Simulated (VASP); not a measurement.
Input:

```
CELL_PARAMETERS angstrom
      0.00000     1.76000     1.76000
      1.76000     0.00000     1.76000
      1.76000     1.76000     0.00000
ATOMIC_POSITIONS crystal
  Ni 0.00000 0.00000 0.00000
```
Starting moments (μB, in the order of the record's atoms Ni): 0.8.

The numbers are results of PBE GGA with D3 dispersion (zero damping), VASP's PBE PAW potentials (set 64) (plane waves; VASP 6.6.1), not measurements. Numerical set-up: 520 eV cut-off, 16×16×16 Γ-centred mesh, first-order Methfessel-Paxton smearing of 0.10 eV, potentials Ni.

Energy and stress use the plane-wave basis of the starting cell.

**Question.** The ions, cell shape and volume are relaxed. Predict the relaxed structure.

**Answer.** 
```
CELL_PARAMETERS angstrom
      0.00000     1.73748     1.73748
      1.73748     0.00000     1.73748
      1.73748     1.73748     0.00000
ATOMIC_POSITIONS crystal
  Ni 0.00000 0.00000 0.00000
```
Space group Fm-3m (225), at a tolerance of 0.03 Å. The cell ends with 0.59 μB, on the sites 0.60 μB.

**Question.** How do energy and volume change from the first to the last step?

**Answer.** The energy (σ→0) changes by -10.1 meV/atom and the volume by -3.8 %, in 3 ionic steps.

The compound is Ni in the fcc structure. This run relaxes it. Symmetry was kept, so distortions that lower it aren't found.
